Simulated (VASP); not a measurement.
# NbTe (P-6m2) in VASP: notebook, part 2 of 4

VASP 6.6.1. The steps go on from the part before.

### Step 13. Equation of state, PBE, 22.59 Å³/atom

File INCAR:

```
SYSTEM = NbTe
ADDGRID = .FALSE.
ALGO = Normal
EDIFF = 0.001
ENCUT = 460
GGA = PE
ISIF = 2
ISMEAR = 0
LASPH = .TRUE.
LCHARG = .FALSE.
LREAL = .FALSE.
LWAVE = .FALSE.
NELM = 100
PREC = Accurate
SIGMA = 0.05
```

File KPOINTS:

```
k-points
0
G
  7 7 6
  0 0 0
```

File POSCAR:

```
NbTe
1.0
    3.7396398839      0.0000000000      0.0000000000
   -1.8698199419      3.2386231405      0.0000000000
    0.0000000000      0.0000000000      3.7307897254
Te Nb
1 1
Direct
    0.6666666667      0.3333333333      0.0000000000
    0.0000000000      0.0000000000      0.5000000000
```

Launch:

```
$ cat potpaw_PBE.64/Te/POTCAR potpaw_PBE.64/Nb_pv/POTCAR > POTCAR
$ mpirun -np 1 vasp_std > vasp.out
```

Wall time 8.6 s (1 thread of Intel Xeon Platinum 8488C (Sapphire Rapids), shared host); peak memory 0.16 GiB.

These settings aren't checked as converged: the numbers below hold their error.

Results:

| Quantity | Value |
| --- | --- |
| Free energy | -13.4967 eV |
| Pressure | -3.1 GPa |
| Band gap on the k mesh | none (metal or under the smearing width) |

### Step 14. Equation of state, PBE, 21.28 Å³/atom

INCAR, as its differences from that of step 13:

```diff
@@ -3,3 +3,3 @@
 ALGO = Normal
-EDIFF = 0.001
+EDIFF = 1E-4
 ENCUT = 460
```

KPOINTS is that of step 13.

File POSCAR:

```
NbTe
1.0
    3.6655680475      0.0000000000      0.0000000000
   -1.8327840237      3.1744750484      0.0000000000
    0.0000000000      0.0000000000      3.6568931860
Te Nb
1 1
Direct
    0.6666666667      0.3333333333      0.0000000000
    0.0000000000      0.0000000000      0.5000000000
```

Launch:

```
$ cat potpaw_PBE.64/Te/POTCAR potpaw_PBE.64/Nb_pv/POTCAR > POTCAR
$ mpirun -np 1 vasp_std > vasp.out
```

It took 9.2 s on 1 thread of Intel Xeon Platinum 8488C (Sapphire Rapids), shared host; peak memory 0.16 GiB.

The run converged, but some of its settings lie outside the range that counts as converged, so its numbers aren't taken as properties of the crystal.

What came out:

```
Free energy            : -13.4953 eV
Pressure               : 3.9 GPa
Band gap on the k mesh : none (metal or under the smearing width)
```

### Step 15. Equation of state, PBE, 22.59 Å³/atom

INCAR is that of step 14.

KPOINTS is that of step 14.

File POSCAR:

```
NbTe
1.0
    3.7396398839      0.0000000000      0.0000000000
   -1.8698199419      3.2386231405      0.0000000000
    0.0000000000      0.0000000000      3.7307897254
Te Nb
1 1
Direct
    0.6666666667      0.3333333333      0.0000000000
    0.0000000000      0.0000000000      0.5000000000
```

Potentials or basis: VASP PAW PBE potentials, release 64 (Te, Nb_pv).

Launch:

```
$ cat potpaw_PBE.64/Te/POTCAR potpaw_PBE.64/Nb_pv/POTCAR > POTCAR
$ mpirun -np 1 vasp_std > vasp.out
```

Run time: 9.1 s. Hardware: 1 thread of Intel Xeon Platinum 8488C (Sapphire Rapids), shared host; peak memory 0.16 GiB.

The run converged, but some of its settings lie outside the range that counts as converged, so its numbers aren't taken as properties of the crystal.

Results:

```yaml
Free_energy: -13.4967 eV
Pressure: -3.4 GPa
Band_gap_on_the_k_mesh: none (metal or under the smearing width)
```

### Step 16. Equation of state, PBE, 21.28 Å³/atom

INCAR, as its differences from that of step 15:

```diff
@@ -3,3 +3,3 @@
 ALGO = Normal
-EDIFF = 1E-4
+EDIFF = 1E-5
 ENCUT = 460
```

KPOINTS is that of step 15.

File POSCAR:

```
NbTe
1.0
    3.6655680475      0.0000000000      0.0000000000
   -1.8327840237      3.1744750484      0.0000000000
    0.0000000000      0.0000000000      3.6568931860
Te Nb
1 1
Direct
    0.6666666667      0.3333333333      0.0000000000
    0.0000000000      0.0000000000      0.5000000000
```

Launch:

```
$ cat potpaw_PBE.64/Te/POTCAR potpaw_PBE.64/Nb_pv/POTCAR > POTCAR
$ mpirun -np 1 vasp_std > vasp.out
```

Wall time 10 s (1 thread of Intel Xeon Platinum 8488C (Sapphire Rapids), shared host); peak memory 0.16 GiB.

These settings aren't checked as converged: the numbers below hold their error.

Results:

| Quantity | Value |
| --- | --- |
| Free energy | -13.4953 eV |
| Pressure | 3.9 GPa |
| Band gap on the k mesh | none (metal or under the smearing width) |

### Step 17. Equation of state, PBE, 22.59 Å³/atom

INCAR is that of step 16.

KPOINTS is that of step 16.

File POSCAR:

```
NbTe
1.0
    3.7396398839      0.0000000000      0.0000000000
   -1.8698199419      3.2386231405      0.0000000000
    0.0000000000      0.0000000000      3.7307897254
Te Nb
1 1
Direct
    0.6666666667      0.3333333333      0.0000000000
    0.0000000000      0.0000000000      0.5000000000
```

Launch:

```
$ cat potpaw_PBE.64/Te/POTCAR potpaw_PBE.64/Nb_pv/POTCAR > POTCAR
$ mpirun -np 1 vasp_std > vasp.out
```

Run time: 10 s. Hardware: 1 thread of Intel Xeon Platinum 8488C (Sapphire Rapids), shared host; peak memory 0.16 GiB.

The run converged, but some of its settings lie outside the range that counts as converged, so its numbers aren't taken as properties of the crystal.

What came out:

```yaml
Free_energy: -13.4967 eV
Pressure: -3.4 GPa
Band_gap_on_the_k_mesh: none (metal or under the smearing width)
```

### Step 18. Equation of state, PBE, 21.28 Å³/atom

INCAR, as its differences from that of step 17:

```diff
@@ -3,3 +3,3 @@
 ALGO = Normal
-EDIFF = 1E-5
+EDIFF = 1E-6
 ENCUT = 460
```

KPOINTS is that of step 17.

File POSCAR:

```
NbTe
1.0
    3.6655680475      0.0000000000      0.0000000000
   -1.8327840237      3.1744750484      0.0000000000
    0.0000000000      0.0000000000      3.6568931860
Te Nb
1 1
Direct
    0.6666666667      0.3333333333      0.0000000000
    0.0000000000      0.0000000000      0.5000000000
```

Potentials or basis: VASP PAW PBE potentials, release 64 (Te, Nb_pv).

Launch:

```
$ cat potpaw_PBE.64/Te/POTCAR potpaw_PBE.64/Nb_pv/POTCAR > POTCAR
$ mpirun -np 1 vasp_std > vasp.out
```

Run time: 11 s. Hardware: 1 thread of Intel Xeon Platinum 8488C (Sapphire Rapids), shared host; peak memory 0.16 GiB.

The run converged, but some of its settings lie outside the range that counts as converged, so its numbers aren't taken as properties of the crystal.

What came out:

```yaml
Free_energy: -13.4953 eV
Pressure: 3.9 GPa
Band_gap_on_the_k_mesh: none (metal or under the smearing width)
```

### Step 19. Equation of state, PBE, 22.59 Å³/atom

INCAR is that of step 18.

KPOINTS is that of step 18.

File POSCAR:

```
NbTe
1.0
    3.7396398839      0.0000000000      0.0000000000
   -1.8698199419      3.2386231405      0.0000000000
    0.0000000000      0.0000000000      3.7307897254
Te Nb
1 1
Direct
    0.6666666667      0.3333333333      0.0000000000
    0.0000000000      0.0000000000      0.5000000000
```

Launch:

```
$ cat potpaw_PBE.64/Te/POTCAR potpaw_PBE.64/Nb_pv/POTCAR > POTCAR
$ mpirun -np 1 vasp_std > vasp.out
```

Wall time 10 s (1 thread of Intel Xeon Platinum 8488C (Sapphire Rapids), shared host); peak memory 0.16 GiB.

These settings aren't checked as converged: the numbers below hold their error.

Results:

```yaml
Free_energy: -13.4967 eV
Pressure: -3.4 GPa
Band_gap_on_the_k_mesh: none (metal or under the smearing width)
```

### Step 20. Equation of state, PBE, 21.28 Å³/atom

INCAR, as its differences from that of step 19:

```diff
@@ -1,5 +1,5 @@
 SYSTEM = NbTe
-ADDGRID = .FALSE.
+ADDGRID = .TRUE.
 ALGO = Normal
-EDIFF = 1E-6
+EDIFF = 1E-7
 ENCUT = 460
```

KPOINTS is that of step 19.

File POSCAR:

```
NbTe
1.0
    3.6655680475      0.0000000000      0.0000000000
   -1.8327840237      3.1744750484      0.0000000000
    0.0000000000      0.0000000000      3.6568931860
Te Nb
1 1
Direct
    0.6666666667      0.3333333333      0.0000000000
    0.0000000000      0.0000000000      0.5000000000
```

Launch:

```
$ cat potpaw_PBE.64/Te/POTCAR potpaw_PBE.64/Nb_pv/POTCAR > POTCAR
$ mpirun -np 1 vasp_std > vasp.out
```

It took 21 s on 1 thread of Intel Xeon Platinum 8488C (Sapphire Rapids), shared host; peak memory 0.25 GiB.

These settings aren't checked as converged: the numbers below hold their error.

Results:

```
Free energy            : -13.4953 eV
Pressure               : 3.9 GPa
Band gap on the k mesh : none (metal or under the smearing width)
```

### Step 21. Equation of state, PBE, 22.59 Å³/atom

INCAR is that of step 20.

KPOINTS is that of step 20.

File POSCAR:

```
NbTe
1.0
    3.7396398839      0.0000000000      0.0000000000
   -1.8698199419      3.2386231405      0.0000000000
    0.0000000000      0.0000000000      3.7307897254
Te Nb
1 1
Direct
    0.6666666667      0.3333333333      0.0000000000
    0.0000000000      0.0000000000      0.5000000000
```

Potentials or basis: VASP PAW PBE potentials, release 64 (Te, Nb_pv).

Launch:

```
$ cat potpaw_PBE.64/Te/POTCAR potpaw_PBE.64/Nb_pv/POTCAR > POTCAR
$ mpirun -np 1 vasp_std > vasp.out
```

Run time: 21 s. Hardware: 1 thread of Intel Xeon Platinum 8488C (Sapphire Rapids), shared host; peak memory 0.24 GiB.

These settings aren't checked as converged: the numbers below hold their error.

Results:

```yaml
Free_energy: -13.4967 eV
Pressure: -3.4 GPa
Band_gap_on_the_k_mesh: none (metal or under the smearing width)
```

### Step 22. Equation of state, PBE, 21.28 Å³/atom

INCAR, as its differences from that of step 21:

```diff
@@ -1,3 +1,3 @@
 SYSTEM = NbTe
-ADDGRID = .TRUE.
+ADDGRID = .FALSE.
 ALGO = Normal
@@ -8,3 +8,3 @@
 ISMEAR = 0
-LASPH = .TRUE.
+LASPH = .FALSE.
 LCHARG = .FALSE.
```

KPOINTS is that of step 21.

File POSCAR:

```
NbTe
1.0
    3.6655680475      0.0000000000      0.0000000000
   -1.8327840237      3.1744750484      0.0000000000
    0.0000000000      0.0000000000      3.6568931860
Te Nb
1 1
Direct
    0.6666666667      0.3333333333      0.0000000000
    0.0000000000      0.0000000000      0.5000000000
```

Launch:

```
$ cat potpaw_PBE.64/Te/POTCAR potpaw_PBE.64/Nb_pv/POTCAR > POTCAR
$ mpirun -np 1 vasp_std > vasp.out
```

Wall time 11 s (1 thread of Intel Xeon Platinum 8488C (Sapphire Rapids), shared host); peak memory 0.16 GiB.

These settings aren't checked as converged: the numbers below hold their error.

What came out:

* Free energy: -13.4948 eV
* Pressure: 3.9 GPa
* Band gap on the k mesh: none (metal or under the smearing width)

### Step 23. Equation of state, PBE, 22.59 Å³/atom

INCAR is that of step 22.

KPOINTS is that of step 22.

File POSCAR:

```
NbTe
1.0
    3.7396398839      0.0000000000      0.0000000000
   -1.8698199419      3.2386231405      0.0000000000
    0.0000000000      0.0000000000      3.7307897254
Te Nb
1 1
Direct
    0.6666666667      0.3333333333      0.0000000000
    0.0000000000      0.0000000000      0.5000000000
```

Launch:

```
$ cat potpaw_PBE.64/Te/POTCAR potpaw_PBE.64/Nb_pv/POTCAR > POTCAR
$ mpirun -np 1 vasp_std > vasp.out
```

It took 11 s on 1 thread of Intel Xeon Platinum 8488C (Sapphire Rapids), shared host; peak memory 0.16 GiB.

The run converged, but some of its settings lie outside the range that counts as converged, so its numbers aren't taken as properties of the crystal.

What came out:

```yaml
Free_energy: -13.4963 eV
Pressure: -3.4 GPa
Band_gap_on_the_k_mesh: none (metal or under the smearing width)
```

### Step 24. Equation of state, PBE, 21.28 Å³/atom

File INCAR:

```
SYSTEM = NbTe
ADDGRID = .FALSE.
ALGO = Normal
EDIFF = 1E-4
ENCUT = 460
GGA = PE
ISIF = 2
ISMEAR = 0
LASPH = .TRUE.
LCHARG = .FALSE.
LREAL = Auto
LWAVE = .FALSE.
NELM = 100
PREC = Normal
SIGMA = 0.05
```

KPOINTS is that of step 23.

File POSCAR:

```
NbTe
1.0
    3.6655680475      0.0000000000      0.0000000000
   -1.8327840237      3.1744750484      0.0000000000
    0.0000000000      0.0000000000      3.6568931860
Te Nb
1 1
Direct
    0.6666666667      0.3333333333      0.0000000000
    0.0000000000      0.0000000000      0.5000000000
```

Potentials or basis: VASP PAW PBE potentials, release 64 (Te, Nb_pv).

Launch:

```
$ cat potpaw_PBE.64/Te/POTCAR potpaw_PBE.64/Nb_pv/POTCAR > POTCAR
$ mpirun -np 1 vasp_std > vasp.out
```

It took 6.7 s on 1 thread of Intel Xeon Platinum 8488C (Sapphire Rapids), shared host; peak memory 0.13 GiB.

The run converged, but some of its settings lie outside the range that counts as converged, so its numbers aren't taken as properties of the crystal.

Results:

```yaml
Free_energy: -13.4965 eV
Pressure: 4.4 GPa
Band_gap_on_the_k_mesh: none (metal or under the smearing width)
```

### Step 25. Equation of state, PBE, 22.59 Å³/atom

INCAR is that of step 24.

KPOINTS is that of step 24.

File POSCAR:

```
NbTe
1.0
    3.7396398839      0.0000000000      0.0000000000
   -1.8698199419      3.2386231405      0.0000000000
    0.0000000000      0.0000000000      3.7307897254
Te Nb
1 1
Direct
    0.6666666667      0.3333333333      0.0000000000
    0.0000000000      0.0000000000      0.5000000000
```

Launch:

```
$ cat potpaw_PBE.64/Te/POTCAR potpaw_PBE.64/Nb_pv/POTCAR > POTCAR
$ mpirun -np 1 vasp_std > vasp.out
```

Wall time 6.8 s (1 thread of Intel Xeon Platinum 8488C (Sapphire Rapids), shared host); peak memory 0.12 GiB.

The run converged, but some of its settings lie outside the range that counts as converged, so its numbers aren't taken as properties of the crystal.

Results:

```
Free energy            : -13.4975 eV
Pressure               : -3.1 GPa
Band gap on the k mesh : none (metal or under the smearing width)
```

### Step 26. Equation of state, PBE, 21.28 Å³/atom

File INCAR:

```
SYSTEM = NbTe
ADDGRID = .FALSE.
ALGO = Normal
EDIFF = 1E-7
ENCUT = 280
GGA = PE
ISIF = 2
ISMEAR = 0
LASPH = .TRUE.
LCHARG = .FALSE.
LREAL = .FALSE.
LWAVE = .FALSE.
NELM = 100
PREC = Accurate
SIGMA = 0.05
```

File KPOINTS:

```
k-points
0
G
  9 9 8
  0 0 0
```

File POSCAR:

```
NbTe
1.0
    3.6655680475      0.0000000000      0.0000000000
   -1.8327840237      3.1744750484      0.0000000000
    0.0000000000      0.0000000000      3.6568931860
Te Nb
1 1
Direct
    0.6666666667      0.3333333333      0.0000000000
    0.0000000000      0.0000000000      0.5000000000
```

Launch:

```
$ cat potpaw_PBE.64/Te/POTCAR potpaw_PBE.64/Nb_pv/POTCAR > POTCAR
$ mpirun -np 1 vasp_std > vasp.out
```

Run time: 8.7 s. Hardware: 1 thread of Intel Xeon Platinum 8488C (Sapphire Rapids), shared host; peak memory 0.13 GiB.

The run converged, but some of its settings lie outside the range that counts as converged, so its numbers aren't taken as properties of the crystal.

Results:

| Quantity | Value |
| --- | --- |
| Free energy | -13.4830 eV |
| Pressure | 3.6 GPa |
| Band gap on the k mesh | none (metal or under the smearing width) |

### Step 27. Equation of state, PBE, 22.59 Å³/atom

INCAR is that of step 26.

KPOINTS is that of step 26.

File POSCAR:

```
NbTe
1.0
    3.7396398839      0.0000000000      0.0000000000
   -1.8698199419      3.2386231405      0.0000000000
    0.0000000000      0.0000000000      3.7307897254
Te Nb
1 1
Direct
    0.6666666667      0.3333333333      0.0000000000
    0.0000000000      0.0000000000      0.5000000000
```

Potentials or basis: VASP PAW PBE potentials, release 64 (Te, Nb_pv).

Launch:

```
$ cat potpaw_PBE.64/Te/POTCAR potpaw_PBE.64/Nb_pv/POTCAR > POTCAR
$ mpirun -np 1 vasp_std > vasp.out
```

Wall time 8.8 s (1 thread of Intel Xeon Platinum 8488C (Sapphire Rapids), shared host); peak memory 0.13 GiB.

The run converged, but some of its settings lie outside the range that counts as converged, so its numbers aren't taken as properties of the crystal.

Results:

| Item | Value |
| --- | --- |
| Free energy | -13.4861 eV |
| Pressure | -3.7 GPa |
| Band gap on the k mesh | none (metal or under the smearing width) |

### Step 28. Equation of state, PBE, 21.28 Å³/atom

INCAR, as its differences from that of step 27:

```diff
@@ -4,3 +4,3 @@
 EDIFF = 1E-7
-ENCUT = 280
+ENCUT = 520
 GGA = PE
```

File KPOINTS:

```
k-points
0
G
  7 7 6
  0 0 0
```

File POSCAR:

```
NbTe
1.0
    3.6655680475      0.0000000000      0.0000000000
   -1.8327840237      3.1744750484      0.0000000000
    0.0000000000      0.0000000000      3.6568931860
Te Nb
1 1
Direct
    0.6666666667      0.3333333333      0.0000000000
    0.0000000000      0.0000000000      0.5000000000
```

Launch:

```
$ cat potpaw_PBE.64/Te/POTCAR potpaw_PBE.64/Nb_pv/POTCAR > POTCAR
$ mpirun -np 1 vasp_std > vasp.out
```

Wall time 14 s (1 thread of Intel Xeon Platinum 8488C (Sapphire Rapids), shared host); peak memory 0.16 GiB.

The run converged, but some of its settings lie outside the range that counts as converged, so its numbers aren't taken as properties of the crystal.

Results:

```yaml
Free_energy: -13.4960 eV
Pressure: 3.9 GPa
Band_gap_on_the_k_mesh: none (metal or under the smearing width)
```

### Step 29. Equation of state, PBE, 22.59 Å³/atom

INCAR is that of step 28.

KPOINTS is that of step 28.

File POSCAR:

```
NbTe
1.0
    3.7396398839      0.0000000000      0.0000000000
   -1.8698199419      3.2386231405      0.0000000000
    0.0000000000      0.0000000000      3.7307897254
Te Nb
1 1
Direct
    0.6666666667      0.3333333333      0.0000000000
    0.0000000000      0.0000000000      0.5000000000
```

Launch:

```
$ cat potpaw_PBE.64/Te/POTCAR potpaw_PBE.64/Nb_pv/POTCAR > POTCAR
$ mpirun -np 1 vasp_std > vasp.out
```

Run time: 14 s. Hardware: 1 thread of Intel Xeon Platinum 8488C (Sapphire Rapids), shared host; peak memory 0.16 GiB.

These settings aren't checked as converged: the numbers below hold their error.

Results:

| Quantity | Value |
| --- | --- |
| Free energy | -13.4974 eV |
| Pressure | -3.4 GPa |
| Band gap on the k mesh | none (metal or under the smearing width) |

### Step 30. Equation of state, PBE, 21.28 Å³/atom

INCAR, as its differences from that of step 29:

```diff
@@ -4,3 +4,3 @@
 EDIFF = 1E-7
-ENCUT = 520
+ENCUT = 340
 GGA = PE
```

File KPOINTS:

```
k-points
0
G
  9 9 8
  0 0 0
```

File POSCAR:

```
NbTe
1.0
    3.6655680475      0.0000000000      0.0000000000
   -1.8327840237      3.1744750484      0.0000000000
    0.0000000000      0.0000000000      3.6568931860
Te Nb
1 1
Direct
    0.6666666667      0.3333333333      0.0000000000
    0.0000000000      0.0000000000      0.5000000000
```

Potentials or basis: VASP PAW PBE potentials, release 64 (Te, Nb_pv).

Launch:

```
$ cat potpaw_PBE.64/Te/POTCAR potpaw_PBE.64/Nb_pv/POTCAR > POTCAR
$ mpirun -np 1 vasp_std > vasp.out
```

Run time: 10 s. Hardware: 1 thread of Intel Xeon Platinum 8488C (Sapphire Rapids), shared host; peak memory 0.15 GiB.

The run converged, but some of its settings lie outside the range that counts as converged, so its numbers aren't taken as properties of the crystal.

Results:

| Item | Value |
| --- | --- |
| Free energy | -13.4955 eV |
| Pressure | 3.9 GPa |
| Band gap on the k mesh | none (metal or under the smearing width) |

### Step 31. Equation of state, PBE, 22.59 Å³/atom

INCAR is that of step 30.

KPOINTS is that of step 30.

File POSCAR:

```
NbTe
1.0
    3.7396398839      0.0000000000      0.0000000000
   -1.8698199419      3.2386231405      0.0000000000
    0.0000000000      0.0000000000      3.7307897254
Te Nb
1 1
Direct
    0.6666666667      0.3333333333      0.0000000000
    0.0000000000      0.0000000000      0.5000000000
```

Launch:

```
$ cat potpaw_PBE.64/Te/POTCAR potpaw_PBE.64/Nb_pv/POTCAR > POTCAR
$ mpirun -np 1 vasp_std > vasp.out
```

It took 10 s on 1 thread of Intel Xeon Platinum 8488C (Sapphire Rapids), shared host; peak memory 0.14 GiB.

The run converged, but some of its settings lie outside the range that counts as converged, so its numbers aren't taken as properties of the crystal.

Results:

- Free energy: -13.4980 eV
- Pressure: -3.4 GPa
- Band gap on the k mesh: none (metal or under the smearing width)

### Step 32. Equation of state, PBE, 21.28 Å³/atom

INCAR, as its differences from that of step 31:

```diff
@@ -4,3 +4,3 @@
 EDIFF = 1E-7
-ENCUT = 340
+ENCUT = 280
 GGA = PE
```

File KPOINTS:

```
k-points
0
G
  10 10 9
  0 0 0
```

File POSCAR:

```
NbTe
1.0
    3.6655680475      0.0000000000      0.0000000000
   -1.8327840237      3.1744750484      0.0000000000
    0.0000000000      0.0000000000      3.6568931860
Te Nb
1 1
Direct
    0.6666666667      0.3333333333      0.0000000000
    0.0000000000      0.0000000000      0.5000000000
```

Launch:

```
$ cat potpaw_PBE.64/Te/POTCAR potpaw_PBE.64/Nb_pv/POTCAR > POTCAR
$ mpirun -np 1 vasp_std > vasp.out
```

It took 10 s on 1 thread of Intel Xeon Platinum 8488C (Sapphire Rapids), shared host; peak memory 0.13 GiB.

The run converged, but some of its settings lie outside the range that counts as converged, so its numbers aren't taken as properties of the crystal.

What came out:

```yaml
Free_energy: -13.4809 eV
Pressure: 3.5 GPa
Band_gap_on_the_k_mesh: none (metal or under the smearing width)
```

### Step 33. Equation of state, PBE, 22.59 Å³/atom

INCAR is that of step 32.

KPOINTS is that of step 32.

File POSCAR:

```
NbTe
1.0
    3.7396398839      0.0000000000      0.0000000000
   -1.8698199419      3.2386231405      0.0000000000
    0.0000000000      0.0000000000      3.7307897254
Te Nb
1 1
Direct
    0.6666666667      0.3333333333      0.0000000000
    0.0000000000      0.0000000000      0.5000000000
```

Potentials or basis: VASP PAW PBE potentials, release 64 (Te, Nb_pv).

Launch:

```
$ cat potpaw_PBE.64/Te/POTCAR potpaw_PBE.64/Nb_pv/POTCAR > POTCAR
$ mpirun -np 1 vasp_std > vasp.out
```

Wall time 9.8 s (1 thread of Intel Xeon Platinum 8488C (Sapphire Rapids), shared host); peak memory 0.13 GiB.

These settings aren't checked as converged: the numbers below hold their error.

Results:

* Free energy: -13.4834 eV
* Pressure: -3.7 GPa
* Band gap on the k mesh: none (metal or under the smearing width)

[end of part 2 of 4]
